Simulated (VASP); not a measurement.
Input:

```
CdS
1.0
    0.00000     3.03743     3.03743
    3.03743     0.00000     3.03743
    3.03743     3.03743     0.00000
Cd S
1 1
Cartesian
  0.00000   0.00000   0.00000
  1.51871   1.51871   1.51871
```

Level of theory: RPBE GGA, VASP's PBE PAW potentials (set 64) (plane waves; VASP). Numerical set-up: 520 eV cut-off, 8×8×8 Γ-centred mesh, Gaussian smearing of 0.050 eV, potentials Cd S.

### Question
Predict the energy per atom (σ→0), pressure, band gap (on the k-mesh) with the smallest direct gap where there is one.

### Answer

- band gap (on the k-mesh): 1.06 eV
- smallest direct gap (on the k-mesh): 1.06 eV
- energy per atom (σ→0): -266.4 kJ/mol of atoms
- pressure: -1.25 GPa

The absolute energy has meaning only against runs of the same code, potentials and settings.

The compound is CdS in the zinc blende structure, a metastable form; wurtzite is the usual one. This cell is one point of a volume scan, at 1.03 of the reference volume.
